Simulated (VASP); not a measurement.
Data:

```xyz
6
Lattice="4.6484 0.0000 0.0000 0.0000 4.6484 0.0000 0.0000 0.0000 3.0724" Properties=species:S:1:pos:R:3 pbc="T T T"
Mg     0.0000     4.6484     0.0000
Mg     2.3242     2.3242     1.5362
F      1.4076     1.4076     0.0000
F      3.7318     0.9166     1.5362
F      0.9166     3.7318     1.5362
F      3.2409     3.2409     3.0724
```

Level of theory: vdW-DF-cx, VASP's PBE PAW potentials (set 64) (plane waves; VASP). Numerical set-up: 520 eV cut-off, 6×6×8 Γ-centred mesh, tetrahedra with Blöchl corrections, potentials Mg F.

The cores are frozen, which limits the accuracy of field gradients.

Give the principal components of the electric field gradient (V/Å²) and the asymmetry η at each nucleus.

| atom | Vxx | Vyy | Vzz | η |
|---|---|---|---|---|
| Mg1 | -4.5 | -2.0 | 6.5 | 0.38 |
| Mg2 | -4.5 | -2.0 | 6.5 | 0.38 |
| F3 | 31.8 | 16.2 | -48.0 | 0.33 |
| F4 | 31.8 | 16.2 | -48.0 | 0.33 |
| F5 | 31.8 | 16.2 | -48.0 | 0.33 |
| F6 | 31.8 | 16.2 | -48.0 | 0.33 |

The compound is MgF2 in the rutile structure. It was relaxed first.
